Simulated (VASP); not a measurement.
These are r2SCAN meta-GGA, VASP's PBE PAW potentials (set 64) (plane waves; VASP 6.6.1) values and carry that method's errors.

VASP ran on this input.

INCAR:
```
SYSTEM = MgS
PREC = Accurate
ENCUT = 520
EDIFF = 1E-6
NELM = 100
ALGO = Normal
LREAL = .FALSE.
LASPH = .TRUE.
ISMEAR = 0
SIGMA = 0.05
METAGGA = R2SCAN
LMIXTAU = .TRUE.
LWAVE = .FALSE.
LCHARG = .FALSE.
IBRION = 2
ISIF = 3
NSW = 60
EDIFFG = -0.01
```

### POSCAR
```
MgS
1
    0.0000000000     2.6000000000     2.6000000000
    2.6000000000     0.0000000000     2.6000000000
    2.6000000000     2.6000000000     0.0000000000
Mg S
1 1
Direct
  0.0000000000   0.0000000000   0.0000000000
  0.5000000000   0.5000000000   0.5000000000
```

**KPOINTS**
```
Regular mesh
0
G
8 8 8
0 0 0
```

POTCAR, in this order: Mg S (PBE.64 set). Program: vasp_std.

Output

### OUTCAR
```
 ion  position               nearest neighbor table
   1  0.000  0.000  0.000-   2 2.60   2 2.60   2 2.60   2 2.60   2 2.60   2 2.60
   2  0.500  0.500  0.500-   1 2.60   1 2.60   1 2.60   1 2.60   1 2.60   1 2.60
  LATTYP: Found a face centered cubic cell.
 ALAT       =     5.2000000000
 Subroutine PRICEL returns:
 Original cell was already a primitive cell.
 Subroutine GETGRP returns: Found 48 space group operations
The static configuration has the point symmetry O_h .
The dynamic configuration has the point symmetry O_h .
 Subroutine INISYM returns: Found 48 space group operations
 Subroutine IBZKPT returns following result:
 Found     29 irreducible k-points:

 Following reciprocal coordinates:
            Coordinates               Weight
  0.000000  0.000000  0.000000      1.000000
  0.125000  0.000000  0.000000      8.000000
  0.250000  0.000000  0.000000      8.000000
  0.375000  0.000000  0.000000      8.000000
  0.500000  0.000000  0.000000      4.000000
  0.125000  0.125000  0.000000      6.000000
  0.250000  0.125000  0.000000     24.000000
  0.375000  0.125000  0.000000     24.000000
  0.500000  0.125000  0.000000     24.000000
 -0.375000  0.125000  0.000000     24.000000
 -0.250000  0.125000  0.000000     24.000000
 -0.125000  0.125000  0.000000     12.000000
  0.250000  0.250000  0.000000      6.000000
  0.375000  0.250000  0.000000     24.000000
  0.500000  0.250000  0.000000     24.000000
 -0.375000  0.250000  0.000000     24.000000
 -0.250000  0.250000  0.000000     12.000000
  0.375000  0.375000  0.000000      6.000000
  0.500000  0.375000  0.000000     24.000000
 -0.375000  0.375000  0.000000     12.000000
  0.500000  0.500000  0.000000      3.000000
  0.375000  0.250000  0.125000     24.000000
  0.500000  0.250000  0.125000     48.000000
 -0.375000  0.250000  0.125000     24.000000
...
```

File OSZICAR:
```
       N       E                     dE             d eps       ncg     rms          rms(c)
DAV:   1     0.165919380568E+02    0.16592E+02   -0.39122E+03   488   0.845E+02
DAV:   2    -0.160691586767E+02   -0.32661E+02   -0.31501E+02   624   0.114E+02
DAV:   3    -0.170997669513E+02   -0.10306E+01   -0.10306E+01   584   0.274E+01
DAV:   4    -0.171038758409E+02   -0.41089E-02   -0.41089E-02   720   0.202E+00
DAV:   5    -0.171038870613E+02   -0.11220E-04   -0.11220E-04   600   0.751E-02    0.464E+00
DAV:   6    -0.154811760702E+02    0.16227E+01   -0.11362E+00   504   0.803E+00    0.487E+00
DAV:   7    -0.153103204653E+02    0.17086E+00   -0.48971E-01   504   0.407E+00    0.194E+00
DAV:   8    -0.154503296473E+02   -0.14001E+00   -0.26790E-01   560   0.484E+00    0.164E+00
DAV:   9    -0.154457805022E+02    0.45491E-02   -0.61737E-02   480   0.273E+00    0.162E-01
DAV:  10    -0.154945179176E+02   -0.48737E-01   -0.12798E-02   488   0.120E+00    0.115E-01
DAV:  11    -0.154987807119E+02   -0.42628E-02   -0.25980E-04   696   0.186E-01    0.123E-01
DAV:  12    -0.155045077690E+02   -0.57271E-02   -0.34063E-04   512   0.168E-01    0.160E-01
DAV:  13    -0.155105481556E+02   -0.60404E-02   -0.56335E-03   480   0.965E-01    0.579E-02
DAV:  14    -0.155105895150E+02   -0.41359E-04   -0.58969E-05   664   0.699E-02    0.616E-02
DAV:  15    -0.155105693847E+02    0.20130E-04   -0.66676E-06   520   0.337E-02    0.462E-02
DAV:  16    -0.155106635373E+02   -0.94153E-04   -0.36701E-05   488   0.863E-02    0.156E-02
DAV:  17    -0.155106535972E+02    0.99401E-05   -0.25015E-06   496   0.264E-02    0.180E-02
DAV:  18    -0.155106638330E+02   -0.10236E-04   -0.83868E-06   464   0.450E-02    0.160E-02
DAV:  19    -0.155106638247E+02    0.83323E-08   -0.16393E-06   496   0.199E-02
   1 F= -.15510664E+02 E0= -.15510664E+02  d E =-.155107E+02
       N       E                     dE             d eps       ncg     rms          rms(c)
DAV:   1    -0.155113120143E+02   -0.64818E-03   -0.12657E-02   536   0.747E-01    0.198E-01
DAV:   2    -0.155108450909E+02    0.46692E-03   -0.14039E-03   520   0.225E-01    0.809E-02
DAV:   3    -0.155107933756E+02    0.51715E-04   -0.32321E-04   528   0.126E-01    0.510E-02
DAV:   4    -0.155108077456E+02   -0.14370E-04   -0.33197E-06   576   0.236E-02    0.468E-02
DAV:   5    -0.155107857160E+02    0.22030E-04   -0.85447E-06   496   0.439E-02    0.243E-02
DAV:   6    -0.155108177028E+02   -0.31987E-04   -0.78626E-06   480   0.439E-02    0.595E-03
DAV:   7    -0.155108267105E+02   -0.90078E-05   -0.72596E-07   400   0.129E-02    0.696E-03
DAV:   8    -0.155108271099E+02   -0.39937E-06   -0.20106E-08   264   0.169E-03
   2 F= -.15510827E+02 E0= -.15510827E+02  d E =-.163285E-03
```

**OUTCAR**
```
------------------------ aborting loop because EDIFF is reached ----------------------------------------
  FORCE on cell =-STRESS in cart. coord.  units (eV):
  Direction    XX          YY          ZZ          XY          YZ          ZX
  --------------------------------------------------------------------------------------
  Total        0.0041611      0.0041611      0.0041611      0.0000000      0.0000000      0.0000000
  in kB        0.1905913      0.1905913      0.1905913      0.0000000      0.0000000      0.0000000
  external PRESSURE =       0.1905913 kB  Pullay stress =       0.0000000 kB
  volume of cell :       34.98
      direct lattice vectors                 reciprocal lattice vectors
     0.000000000  2.595753416  2.595753416    -0.192622303  0.192622303  0.192622303
     2.595753416  0.000000000  2.595753416     0.192622303 -0.192622303  0.192622303
     2.595753416  2.595753416  0.000000000     0.192622303  0.192622303 -0.192622303
 POSITION                                       TOTAL-FORCE (eV/Angst)
 -----------------------------------------------------------------------------------
      0.00000      2.59575      2.59575         0.000000      0.000000     -0.000000
      2.59575      2.59575      2.59575        -0.000000     -0.000000      0.000000
 -----------------------------------------------------------------------------------
    total drift:                                0.000000      0.000000      0.000000
  FREE ENERGIE OF THE ION-ELECTRON SYSTEM (eV)
  ---------------------------------------------------
  free  energy   TOTEN  =       -15.5108271099 eV

  energy  without entropy=      -15.5108271099  energy(sigma->0) =      -15.51082711

 reached required accuracy - stopping structural energy minimisation
```
(Selected blocks of OUTCAR.)

CONTCAR:
```
MgS
   1.00000000000000
     0.0000000000000000    2.5957534158391566    2.5957534158391566
     2.5957534158391566    0.0000000000000000    2.5957534158391566
     2.5957534158391566    2.5957534158391566    0.0000000000000000
  Mg              S
     1     1
Direct
     1.0000000000000000    0.0000000000000000    0.0000000000000000
     0.5000000000000000    0.5000000000000000    0.5000000000000000
```

The compound is MgS in the rock salt structure. This run relaxes it. Symmetry was kept, so distortions that lower it aren't found.
